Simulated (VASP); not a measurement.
Here is a VASP 6.6.1 calculation.

INCAR

```
PREC = Accurate ; ENCUT = 520
EDIFF = 1E-6 ; ISMEAR = 0
SIGMA = 0.1 ; LREAL = F
LASPH = T ; NELM = 100
ALGO = Normal ; ISIF = 2
LWAVE = F ; LCHARG = F
GGA = PE ; IVDW = 12
NBANDS = 12
```

File KPOINTS:

```
Automatic mesh
0
Gamma
  6 6 6
```

POSCAR

```
SiB2
1.0
    2.9547968231      0.0000000000      0.0000000000
   -1.4773984116      2.5589291119      0.0000000000
    0.0000000000      0.0000000000      3.4607515820
Si B
1 2
Direct
    0.0000000000      0.0000000000      0.3858323499
    0.3333333333      0.6666666667     -0.1141941099
    0.6666666667      0.3333333333     -0.1141941099
```

Potentials or basis: VASP PAW PBE potentials, release 64 (Si, B).

Launch:

```console
$ cat potpaw_PBE.64/Si/POTCAR potpaw_PBE.64/B/POTCAR > POTCAR
$ mpirun -np 1 vasp_std > vasp.out
```

(1) Predict the dispersion energy per atom.

(2) Estimate the pressure.

(3) Estimate the band gap on the k mesh.

Answers

(1) -0.310 eV.

(2) -0.1 GPa.

(3) none (metal or under the smearing width).

Caveat: the k mesh is coarse (spacing up to 0.41 Å⁻¹), so the values aren't converged; pairwise dispersion overbinds metals, which lowers pressure and volume.
